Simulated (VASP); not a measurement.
The input files of a VASP run:

**INCAR**
```
! general
SYSTEM  = Rb2HgF4
PREC    = Accurate
ENCUT   = 400
LREAL   = .FALSE.
LASPH   = .TRUE.

! electronic loop
EDIFF   = 1E-6
NELM    = 100
ALGO    = Normal
LMAXMIX = 6

! smearing
ISMEAR  = -1
SIGMA   = 0.01

! ions
ISIF    = 2

! output
LWAVE   = .FALSE.
LCHARG  = .FALSE.
```

File POSCAR:
```
Rb2HgF4
1
   -2.3447650000     2.3447650000     7.0427830000
    2.3447650000    -2.3447650000     7.0427830000
    2.3447650000     2.3447650000    -7.0427830000
Rb Hg F
2 1 4
Direct
  0.3591400000   0.3591400000   0.0000000000
  0.6408600000   0.6408600000   0.0000000000
  0.0000000000   0.0000000000   0.0000000000
  0.1638400000   0.1638400000   0.0000000000
  0.8361600000   0.8361600000   0.0000000000
  0.0000000000   0.5000000000   0.5000000000
  0.5000000000   0.0000000000   0.5000000000
```

File KPOINTS:
```
Automatic mesh
0
Gamma
5 5 5
0 0 0
```

POTCAR, in this order: Rb_sv Hg F (LDA.64 set). Program: vasp_std.

Question: Write an equivalent input for Quantum ESPRESSO's pw.x.

Answer: One equivalent input (not run):
```
&CONTROL
  calculation = 'scf'
  pseudo_dir = './pseudo'
  outdir = './out'
  tprnfor = .true.
  tstress = .true.
/
&SYSTEM
  ibrav = 0
  nat = 7
  ntyp = 3
  ecutwfc = 84
  occupations = 'smearing'
  smearing = 'fermi-dirac'
  degauss = 0.000735
  input_dft = 'pz'
/
&ELECTRONS
  conv_thr = 7.3e-08
  electron_maxstep = 100
/
ATOMIC_SPECIES
  Rb 85.468 Rb.upf
  Hg 200.592 Hg.upf
  F 18.998 F.upf
CELL_PARAMETERS angstrom
    -2.3447650    2.3447650    7.0427830
     2.3447650   -2.3447650    7.0427830
     2.3447650    2.3447650   -7.0427830
ATOMIC_POSITIONS crystal
  Rb   0.3591400  0.3591400  0.0000000
  Rb   0.6408600  0.6408600  0.0000000
  Hg   0.0000000  0.0000000  0.0000000
  F    0.1638400  0.1638400  0.0000000
  F    0.8361600  0.8361600  0.0000000
  F    0.0000000  0.5000000  0.5000000
  F    0.5000000  0.0000000  0.5000000
K_POINTS automatic
  5 5 5 0 0 0
```
The two are equivalent in intent, not identical: the potentials are each code's own (VASP's PAW set, PseudoDojo norm-conserving files in pw.x), so ENCUT and ecutwfc are chosen apart and not converted; conv_thr bounds pw.x's estimated SCF error, while EDIFF bounds the energy change between steps.

The structure comes from a computed database's Rb2HgF4 entry; how it stands against other phases isn't given here. The cell was not relaxed at this level.
